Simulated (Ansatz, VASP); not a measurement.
**KB6Rh2 in VASP and in Ansatz**

```xyz
9
Lattice="0.0000 4.0989 4.0989 4.0989 0.0000 4.0989 4.0989 4.0989 0.0000" Properties=species:S:1:pos:R:3 pbc="T T T"
K     4.0989    4.0989    4.0989
B     0.0000    2.0495    2.0495
B     4.0989    2.0495    2.0495
B     2.0495    0.0000    2.0495
B     2.0495    4.0989    2.0495
B     2.0495    2.0495    0.0000
B     2.0495    2.0495    4.0989
Rh    2.0495    2.0495    2.0495
Rh    6.1484    6.1484    6.1484
```

Alike in both runs: functional PBE; k mesh 8 × 8 × 8; occupations gaussian, width 0.1 eV; no spin polarisation.

Ansatz relaxed the structure, and its values are those at the end. VASP's run is a single point on that final structure, the one shown.

```csv
,VASP,Ansatz
version,VASP 6.6.1,Ansatz 0.2.0
potentials or method,"VASP PAW PBE potentials, release 64 (K_sv, B, Rh_pv)","scalar-relativistic, plane waves, PAW"
plane-wave cutoff (eV),520,420
valence electrons in the cell,57,61
```

|  | VASP | Ansatz | Ansatz less VASP |
| --- | --- | --- | --- |
| gap on the k mesh at the Fermi level (eV) | none | none | - |
| pressure (GPa) | 0.1 | 0.0 | -0.07 |

A gap of «none» marks a metal or a gap that the smearing closes. The two sets of potentials don't hold the same shells in valence.
